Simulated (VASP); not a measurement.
Output of a VASP run:

### OSZICAR
```
       N       E                     dE             d eps       ncg     rms          rms(c)
DAV:   1     0.144563140078E+03    0.14456E+03   -0.83969E+03   560   0.116E+03
DAV:   2     0.341841983418E+01   -0.14114E+03   -0.13883E+03   566   0.317E+02
DAV:   3    -0.828550906342E+01   -0.11704E+02   -0.11660E+02   776   0.980E+01
DAV:   4    -0.852123512184E+01   -0.23573E+00   -0.23565E+00   580   0.174E+01
DAV:   5    -0.852888036783E+01   -0.76452E-02   -0.76451E-02   766   0.302E+00    0.271E+00
DAV:   6    -0.826371434850E+01    0.26517E+00   -0.38801E-01   756   0.481E+00    0.190E+00
DAV:   7    -0.819440206305E+01    0.69312E-01   -0.44269E-01   740   0.430E+00    0.125E+00
DAV:   8    -0.820506325476E+01   -0.10661E-01   -0.82397E-02   720   0.321E+00    0.311E-01
DAV:   9    -0.819844031650E+01    0.66229E-02   -0.29106E-02   810   0.147E+00    0.847E-02
DAV:  10    -0.819875432494E+01   -0.31401E-03   -0.26642E-03   614   0.452E-01    0.875E-02
DAV:  11    -0.819864007853E+01    0.11425E-03   -0.40887E-04   776   0.147E-01    0.321E-02
DAV:  12    -0.819862284592E+01    0.17233E-04   -0.12483E-04   708   0.112E-01    0.124E-02
DAV:  13    -0.819862393230E+01   -0.10864E-05   -0.32864E-05   850   0.666E-02    0.589E-03
DAV:  14    -0.819862304099E+01    0.89131E-06   -0.59199E-06   656   0.294E-02
   1 F= -.81986230E+01 E0= -.81986230E+01  d E =-.181742E-11
```

**OUTCAR**
```
------------------------ aborting loop because EDIFF is reached ----------------------------------------
  FORCE on cell =-STRESS in cart. coord.  units (eV):
  Direction    XX          YY          ZZ          XY          YZ          ZX
  --------------------------------------------------------------------------------------
  Total       -0.2332168     -0.2332168     -0.2332168      0.0000000      0.0000000      0.0000000
  in kB       -6.1443461     -6.1443461     -6.1443461      0.0000000      0.0000000      0.0000000
  external PRESSURE =      -6.1443461 kB  Pullay stress =       0.0000000 kB
  volume of cell :       60.81
      direct lattice vectors                 reciprocal lattice vectors
     0.000000000  3.121200000  3.121200000    -0.160194797  0.160194797  0.160194797
     3.121200000  0.000000000  3.121200000     0.160194797 -0.160194797  0.160194797
     3.121200000  3.121200000  0.000000000     0.160194797  0.160194797 -0.160194797
  FREE ENERGIE OF THE ION-ELECTRON SYSTEM (eV)
  ---------------------------------------------------
  free  energy   TOTEN  =        -8.1986230410 eV

  energy  without entropy=       -8.1986230410  energy(sigma->0) =       -8.19862304
```
(Selected blocks of OUTCAR.)

POSCAR:
```
PbSe
1
    0.0000000000     3.1212000000     3.1212000000
    3.1212000000     0.0000000000     3.1212000000
    3.1212000000     3.1212000000     0.0000000000
Pb Se
1 1
Direct
  0.0000000000   0.0000000000   0.0000000000
  0.5000000000   0.5000000000   0.5000000000
```

Task: Reconstruct the remaining input files.

Result: Several could match; the one computed here: the input of the run itself, PBE GGA, plane waves, VASP's PBE PAW potentials (set 64).

**KPOINTS**
```
Automatic mesh
0
Gamma
7 7 7
0 0 0
```

**INCAR**
```
SYSTEM = PbSe
PREC = Accurate
ENCUT = 400
EDIFF = 1E-6
NELM = 100
ALGO = Normal
LREAL = .FALSE.
LASPH = .TRUE.
ISMEAR = 0
SIGMA = 0.05
GGA = PE
LMAXMIX = 4
LWAVE = .FALSE.
LCHARG = .FALSE.
ISIF = 2
AMIX = 0.2
BMIX = 0.0001
IMIX = 4
```

POTCAR, in this order: Pb_d Se (PBE.64 set). Program: vasp_std.

The compound is PbSe in the rock salt structure. The cell was not relaxed at this level. The run is one of a series of settings (AMIX = 0.2, BMIX = 0.0001, IMIX = 4 against the base run), some of them coarse on purpose.
